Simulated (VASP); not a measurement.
Output of a VASP run:

### OSZICAR
```
       N       E                     dE             d eps       ncg     rms          rms(c)
DAV:   1     0.118540308745E+03    0.11854E+03   -0.11660E+04  2616   0.197E+03
DAV:   2    -0.368167738611E+01   -0.12222E+03   -0.11854E+03  2646   0.334E+02
DAV:   3    -0.729910058042E+01   -0.36174E+01   -0.36077E+01  3080   0.670E+01
DAV:   4    -0.731981574847E+01   -0.20715E-01   -0.20714E-01  2912   0.437E+00
DAV:   5    -0.732005809342E+01   -0.24234E-03   -0.24234E-03  3052   0.485E-01    0.989E+00
DAV:   6    -0.680872164469E+01    0.51134E+00   -0.17160E+00  2618   0.159E+01    0.603E+00
DAV:   7    -0.677261616559E+01    0.36105E-01   -0.41276E-02  3478   0.439E+00    0.309E+00
DAV:   8    -0.676130377635E+01    0.11312E-01   -0.97030E-03  2979   0.120E+00    0.128E-01
DAV:   9    -0.676131522976E+01   -0.11453E-04   -0.39954E-04  2940   0.280E-01    0.630E-02
DAV:  10    -0.676131517657E+01    0.53196E-07   -0.33511E-05  3148   0.933E-02    0.167E-02
DAV:  11    -0.676131436206E+01    0.81451E-06   -0.62384E-06  2709   0.597E-02
   1 F= -.58312307E+01 E0= -.58310976E+01  d E =-.583123E+01
       N       E                     dE             d eps       ncg     rms          rms(c)
DAV:   1    -0.813214074332E+01   -0.13708E+01   -0.20415E+01  2653   0.844E+01    0.821E+00
DAV:   2    -0.679697831195E+01    0.13352E+01   -0.46225E+00  2905   0.638E+01    0.250E+00
DAV:   3    -0.671574057646E+01    0.81238E-01   -0.34700E-01  2926   0.119E+01    0.170E+00
DAV:   4    -0.669926550184E+01    0.16475E-01   -0.12438E-02  3791   0.416E+00    0.111E+00
DAV:   5    -0.668510424681E+01    0.14161E-01   -0.11414E-02  3766   0.374E+00    0.111E-01
DAV:   6    -0.668511469504E+01   -0.10448E-04   -0.21473E-03  2843   0.761E-01    0.349E-02
DAV:   7    -0.668512988279E+01   -0.15188E-04   -0.71147E-05  2835   0.936E-02    0.115E-02
DAV:   8    -0.668512901045E+01    0.87233E-06   -0.56664E-06  2688   0.324E-02
   2 F= -.58172081E+01 E0= -.58170420E+01  d E =0.140227E-01
       N       E                     dE             d eps       ncg     rms          rms(c)
DAV:   1    -0.721061340990E+01   -0.52548E+00   -0.69861E+00  2555   0.542E+01    0.442E+00
DAV:   2    -0.679051515908E+01    0.42010E+00   -0.12750E+00  2933   0.253E+01    0.183E+00
DAV:   3    -0.675868407368E+01    0.31831E-01   -0.64911E-02  2727   0.290E+00    0.116E+00
DAV:   4    -0.674984869388E+01    0.88354E-02   -0.59737E-03  3721   0.219E+00    0.334E-01
DAV:   5    -0.674866849753E+01    0.11802E-02   -0.14606E-03  2863   0.456E-01    0.299E-02
DAV:   6    -0.674867467132E+01   -0.61738E-05   -0.10446E-04  2702   0.129E-01    0.182E-02
DAV:   7    -0.674867566665E+01   -0.99533E-06   -0.82275E-06  3477   0.144E-01
   3 F= -.58450585E+01 E0= -.58448914E+01  d E =-.138277E-01
       N       E                     dE             d eps       ncg     rms          rms(c)
DAV:   1    -0.674795288919E+01    0.72178E-03   -0.11900E-02  2597   0.215E+00    0.188E-01
DAV:   2    -0.674719721865E+01    0.75567E-03   -0.24499E-03  2940   0.126E+00    0.689E-02
DAV:   3    -0.674714516773E+01    0.52051E-04   -0.11540E-04  2541   0.125E-01    0.443E-02
DAV:   4    -0.674713219944E+01    0.12968E-04   -0.67164E-06  3526   0.954E-02    0.210E-02
DAV:   5    -0.674712758443E+01    0.46150E-05   -0.33308E-06  2684   0.329E-02    0.159E-03
DAV:   6    -0.674712760637E+01   -0.21945E-07   -0.58537E-07  1329   0.117E-02
   4 F= -.58450308E+01 E0= -.58448625E+01  d E =-.138001E-01
```

File OUTCAR:
```
------------------------ aborting loop because EDIFF is reached ----------------------------------------
  FORCE on cell =-STRESS in cart. coord.  units (eV):
  Direction    XX          YY          ZZ          XY          YZ          ZX
  --------------------------------------------------------------------------------------
  Total        0.9415191      0.9415191      0.9415191     -0.0000000     -0.0000000      0.0000000
  in kB       52.1850390     52.1850390     52.1850390     -0.0000000     -0.0000000      0.0000000
  external PRESSURE =       2.1850390 kB  Pullay stress =      50.0000000 kB
  volume of cell :       28.91
      direct lattice vectors                 reciprocal lattice vectors
     3.069007179  0.000000000  0.000000000     0.325838273  0.000000000  0.000000000
    -0.000000000  3.069007179  0.000000000    -0.000000000  0.325838273  0.000000000
    -0.000000000 -0.000000000  3.069007179     0.000000000 -0.000000000  0.325838273
 POSITION                                       TOTAL-FORCE (eV/Angst)
 -----------------------------------------------------------------------------------
      1.53450      1.53450      1.53450        -0.000000     -0.000000      0.000000
      0.00000      0.00000      0.00000         0.000000      0.000000      0.000000
 -----------------------------------------------------------------------------------
    total drift:                                0.000000      0.000000     -0.000000
  FREE ENERGIE OF THE ION-ELECTRON SYSTEM (eV)
  ---------------------------------------------------
  free  energy   TOTEN  =        -6.7471276064 eV

  energy  without entropy=       -6.7466226719  energy(sigma->0) =       -6.74695929
  enthalpy is  TOTEN    =        -5.8450308215 eV   P V=        0.9020967849

 reached required accuracy - stopping structural energy minimisation
```
(Selected blocks of OUTCAR.)

### POSCAR
```
AuZn
1
    3.1004223482     0.0000000000     0.0000000000
    0.0000000000     3.1004223482     0.0000000000
   -0.0000000000    -0.0000000000     3.1004223482
Zn Au
1 1
Direct
  0.5000000000   0.5000000000   0.5000000000
  0.0000000000   0.0000000000   0.0000000000
```

Problem. Write an INCAR and KPOINTS that could have produced this output.

Solution. Several could match; the one computed here: the input of the run itself, LDA (Ceperley-Alder, Perdew-Zunger), plane waves, VASP's LDA PAW potentials (set 64).

**INCAR**
```
SYSTEM  =  AuZn
PREC  =  Accurate; ENCUT  =  500; LREAL  =  .FALSE.
LASPH  =  .TRUE.
EDIFF  =  1E-6; NELM  =  100; ALGO  =  Normal
LMAXMIX  =  6
ISMEAR  =  1; SIGMA  =  0.1
IBRION  =  2; NSW  =  40; ISIF  =  3
EDIFFG  =  -0.02; PSTRESS  =  50
LWAVE  =  .FALSE.; LCHARG  =  .FALSE.
```

### KPOINTS
```
kpoints
0
gamma
  12 12 12
```

POTCAR, in this order: Zn Au (LDA.64 set). Program: vasp_std.

Energy and stress use the plane-wave basis of the starting cell.

The compound is AuZn in the CsCl type structure. This run relaxes it under an external pressure of 5 GPa. Symmetry was kept, so distortions that lower it aren't found. The electron count is odd and the run is not spin-polarised, which forces a metal.
